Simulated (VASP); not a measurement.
These are rev-vdW-DF2, VASP's PBE PAW potentials (set 64) (plane waves; VASP 6.6.1) values and carry that method's errors.

VASP input:

File KPOINTS:
```
Automatic mesh
0
Gamma
6 6 3
0 0 0
```

**POSCAR**
```
MgI2
1
    2.0648266241    -3.5763842023     0.0000000000
    2.0648266241     3.5763842023    -0.0000000000
   -0.0000000000    -0.0000000000     6.8937153843
Mg I
1 2
Direct
  1.0000000000   0.0000000000   0.0000000000
  0.3333330000   0.6666670000   0.2417661996
  0.6666670000   0.3333330000   0.7582338004
```

### INCAR
```
SYSTEM = MgI2
PREC = Accurate
ENCUT = 520
EDIFF = 1E-6
NELM = 100
ALGO = Normal
LREAL = .FALSE.
LASPH = .TRUE.
ISMEAR = 0
SIGMA = 0.05
GGA = MK
PARAM1 = 0.1234568
PARAM2 = 0.7114
ZAB_VDW = -1.8867
LUSE_VDW = .TRUE.
AGGAC = 0.0
LMAXMIX = 4
LWAVE = .FALSE.
LCHARG = .FALSE.
IBRION = 2
ISIF = 3
NSW = 60
EDIFFG = -0.02
```

POTCAR, in this order: Mg I (PBE.64 set). Program: vasp_std.

Predict the energy per atom (σ→0), volume per atom.

| Item | Value |
|---|---|
| energy per atom (σ→0) | -1.050 eV/atom |
| volume per atom | 34.34 Å^3/atom |

### OSZICAR
```
...
   8 F= -.31504114E+01 E0= -.31504114E+01  d E =-.488223E-03
       N       E                     dE             d eps       ncg     rms          rms(c)
DAV:   1    -0.315057730309E+01   -0.16608E-03   -0.23587E-02   408   0.892E-01    0.667E-02
DAV:   2    -0.315060278810E+01   -0.25485E-04   -0.96502E-04   464   0.210E-01    0.279E-02
DAV:   3    -0.315058597796E+01    0.16810E-04   -0.25099E-05   480   0.356E-02    0.175E-02
DAV:   4    -0.315057946920E+01    0.65088E-05   -0.14384E-05   444   0.215E-02    0.111E-02
DAV:   5    -0.315057891767E+01    0.55153E-06   -0.10338E-06   272   0.770E-03
   9 F= -.31505789E+01 E0= -.31505789E+01  d E =-.167514E-03
```

The compound is MgI2 in the 1T layered structure. This run relaxes it. Symmetry was kept, so distortions that lower it aren't found.
